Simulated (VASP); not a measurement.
An input for Quantum ESPRESSO's pw.x (written as the equivalent of a VASP run, and not itself run):

```
&CONTROL
  calculation = 'scf'
  pseudo_dir = './pseudo'
  outdir = './out'
  tprnfor = .true.
  tstress = .true.
/
&SYSTEM
  ibrav = 0
  nat = 2
  ntyp = 2
  ecutwfc = 84
  occupations = 'smearing'
  smearing = 'gaussian'
  degauss = 0.003675
  input_dft = 'pbe'
/
&ELECTRONS
  conv_thr = 7.3e-08
  electron_maxstep = 100
/
ATOMIC_SPECIES
  Sr 87.620 Sr.upf
  O 15.999 O.upf
CELL_PARAMETERS angstrom
     0.0000000    2.5739230    2.5495790
     2.5541340    0.0000000    2.5495790
     2.5541340    2.5739230    0.0000000
ATOMIC_POSITIONS crystal
  Sr   0.0000000  0.0000000  0.0000000
  O    0.4960160  0.5039840  0.5039840
K_POINTS automatic
  8 8 8 0 0 0
```

### Question
Translate this input to VASP (INCAR, KPOINTS, POSCAR, choice of POTCAR).

### Answer
Several could match; the one computed here: 
### KPOINTS
```
kpoints
0
G
8 8 8
0 0 0
```

**INCAR**
```
SYSTEM = SrO
PREC = Accurate; ENCUT = 800; LREAL = .FALSE.
LASPH = .TRUE.
EDIFF = 1E-6; NELM = 100; ALGO = Normal
LMAXMIX = 4
ISMEAR = 0; SIGMA = 0.05
GGA = PE
ISIF = 2
LWAVE = .FALSE.; LCHARG = .FALSE.
```

File POSCAR:
```
SrO
3.6229040
  0.0000000000   0.7104585162   0.7037390447
  0.7049963234   0.0000000000   0.7037390447
  0.7049963234   0.7104585162   0.0000000000
Sr O
1 1
Cartesian
  0.0000000000   0.0000000000   0.0000000000
  0.7106137341   0.7104585162   0.7037390447
```

POTCAR, in this order: Sr_sv O (PBE.64 set). Program: vasp_std.

Limits of the translation: the potentials are each code's own (VASP's PAW set, PseudoDojo norm-conserving files in pw.x), so ENCUT and ecutwfc are chosen apart and not converted; conv_thr bounds pw.x's estimated SCF error, while EDIFF bounds the energy change between steps.

The compound is SrO in the rock salt structure. The cell was not relaxed at this level, atoms are displaced from their ideal sites. The run is one of a series of settings (ENCUT = 800 against the base run), some of them coarse on purpose.
